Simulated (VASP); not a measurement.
Crystal: Ru.

```
Ru
1.0
     2.69000    0.00000    0.00000
    -1.34500    2.32961    0.00000
     0.00000    0.00000    4.25000
Ru
2
Direct
  0.33333 0.66667 0.25000
  0.66667 0.33333 0.75000
```

The cell was built by a generator and needn't be a form met in nature.

- Program: VASP 6.6.1
- Task: relaxation of cell and atoms
- Functional: PBE
- Potentials or basis: VASP PAW PBE potentials, release 64 (Ru_pv)
- Cutoff: 600 eV
- k mesh: 18 × 18 × 10
- Occupations: methfessel-paxton, width 0.1 eV
- Spin: no spin polarisation

At the start: pressure 11.1 GPa; volume 13.32 Å³/atom.

Task: How do energy, volume and symmetry change on relaxing?

Result: Over 8 steps the energy falls by 14.7 meV/atom and the volume is 13.76 Å³/atom (+3.3 %); space group P6_3/mmc (No. 194, to 0.05 Å).

Step by step:
```tsv
step	energy change (eV)	largest force (eV/Å)	pressure (GPa)	volume (Å³)
1	0.0000	0.0000	11.05	26.63
2	0.2049	0.0000	-24.07	30.33
3	-0.0293	0.0000	-0.41	27.55
4	-0.0294	0.0000	-0.02	27.51
5	-0.0293	0.0000	0.19	27.50
6	-0.0294	0.0000	0.16	27.50
7	-0.0294	0.0000	0.17	27.50
8	-0.0294	0.0000	-0.02	27.51
```

Final structure:
```
Ru
1.0
     2.71916    0.00000    0.00000
    -1.35958    2.35486    0.00000
     0.00000    0.00000    4.29696
Ru
2
Direct
  0.33333 0.66667 0.25000
  0.66667 0.33333 0.75000
```
